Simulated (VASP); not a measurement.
Consider the following.

```
CELL_PARAMETERS angstrom
      1.81500    -3.14367     0.00000
      1.81500     3.14367     0.00000
      0.00000     0.00000     5.78000
ATOMIC_POSITIONS crystal
  Gd 0.33333 0.66667 0.25000
  Gd 0.66667 0.33333 0.75000
```

Level of theory: optB88-vdW, VASP's PBE PAW potentials (set 64) (plane waves; VASP). Settings: 520 eV cut-off, 10×10×6 Γ-centred mesh, first-order Methfessel-Paxton smearing of 0.10 eV, potentials Gd_3.

The 4f electrons are frozen in the core of the lanthanide potential, so 4f levels, which can set the real gap, and their magnetism are missing. Energy and stress use the plane-wave basis of the starting cell.

### Question
The ions, cell shape and volume are relaxed. Give the cell that the relaxation ends in.

### Answer

```
CELL_PARAMETERS angstrom
      1.80289    -3.12270     0.00000
      1.80289     3.12270     0.00000
      0.00000     0.00000     5.66472
ATOMIC_POSITIONS crystal
  Gd 0.33333 0.66667 0.25000
  Gd 0.66667 0.33333 0.75000
```
Space group P6_3/mmc (194), at a tolerance of 0.03 Å.

### Question
How do energy and volume change from the first to the last step?

### Answer
The energy (σ→0) changes by -5.7 meV/atom and the volume by -3.3 %, in 6 ionic steps.

```json
[
 {"step": "1", "E(σ→0) (eV)": "-3.8435", "max force (eV/Å)": "0.000", "pressure (GPa)": "-1.39", "volume (Å³)": "65.96"},
 {"step": "2", "E(σ→0) (eV)": "-3.8542", "max force (eV/Å)": "0.000", "pressure (GPa)": "0.26", "volume (Å³)": "63.27"},
 {"step": "3", "E(σ→0) (eV)": "-3.8546", "max force (eV/Å)": "0.000", "pressure (GPa)": "0.05", "volume (Å³)": "63.63"},
 {"step": "4", "E(σ→0) (eV)": "-3.8546", "max force (eV/Å)": "0.000", "pressure (GPa)": "0.01", "volume (Å³)": "63.67"},
 {"step": "5", "E(σ→0) (eV)": "-3.8547", "max force (eV/Å)": "0.000", "pressure (GPa)": "0.01", "volume (Å³)": "63.71"},
 {"step": "6", "E(σ→0) (eV)": "-3.8548", "max force (eV/Å)": "0.000", "pressure (GPa)": "-0.01", "volume (Å³)": "63.78"}
]
```

The compound is Gd in the hcp structure. This run relaxes it. Symmetry was kept, so distortions that lower it aren't found.
